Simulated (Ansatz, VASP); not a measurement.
## One calculation of LiTiB4, two programs

```xyz
6
Lattice="3.0210 0.0000 0.0000 -1.5105 2.6162 0.0000 0.0000 0.0000 6.7608" Properties=species:S:1:pos:R:3 pbc="T T T"
Li    0.0000    0.0000    3.3804
Ti    0.0000    0.0000    0.0000
B     0.0000    1.7442    5.1879
B     1.5105    0.8721    5.1879
B     0.0000    1.7442    1.5730
B     1.5105    0.8721    1.5730
```

The cell was built by a generator and needn't be a form met in nature.

Alike in both runs: task relaxation of cell and atoms; functional PBE; k mesh 7 × 7 × 3; occupations fermi-dirac, width 0.05 eV; no spin polarisation.

```csv
,VASP,Ansatz
version,VASP 6.6.1,Ansatz 0.2.0
potentials or method,"VASP PAW PBE potentials, release 64 (Li_sv, Ti_sv, B)",Ansatz PAW
plane-wave cutoff (eV),600,420
valence electrons in the cell,27,27
```

VASP gave:

| Item | Value |
| --- | --- |
| gap on the k mesh at the Fermi level, each at its own relaxed structure (eV) | none |
| relaxed volume (Å³/atom) | 8.88 |
| relaxed cell length with the largest relative difference (Å) | 6.730 |

What did Ansatz give for the same quantities?

gap on the k mesh at the Fermi level, each at its own relaxed structure (eV): none; relaxed volume (Å³/atom): 8.88; relaxed cell length with the largest relative difference (Å): 6.732.

A gap of «none» marks a metal or a gap that the smearing closes.

Caveats: the cutoff is under 1.25 times the usual one of these potentials, so pressure, stress and relaxed cells hold a basis-set (Pulay) error (VASP); the plane-wave basis is chosen anew once the cell has moved, so the energies of steps on either side of that aren't comparable (Ansatz).
